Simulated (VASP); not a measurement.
Data:

```
CELL_PARAMETERS angstrom
      3.96894     0.00000     0.00000
      0.00000     3.96894     0.00000
      0.00000     0.00000     3.96894
ATOMIC_POSITIONS crystal
  K  0.00000 0.00000 0.00000
  Ta 0.50000 0.50000 0.50000
  O  0.50000 0.00000 0.50000
  O  0.00000 0.50000 0.50000
  O  0.50000 0.50000 0.00000
```

Method: revPBE GGA, VASP's PBE PAW potentials (set 64) (plane waves; VASP 6.6.1). Run with 520 eV cut-off, 6×6×6 Γ-centred mesh, Gaussian smearing of 0.050 eV, potentials K_sv Ta_pv O.

Task: Give the stress tensor in GPa (positive for a compressed cell).

Result: 
```
12.59   0.00   0.00
 0.00  12.59   0.00
 0.00   0.00  12.59
```
The pressure is its mean diagonal, 12.59 GPa.

The compound is KTaO3 in the cubic perovskite structure. This cell is one point of a volume scan, at 0.94 of the reference volume.
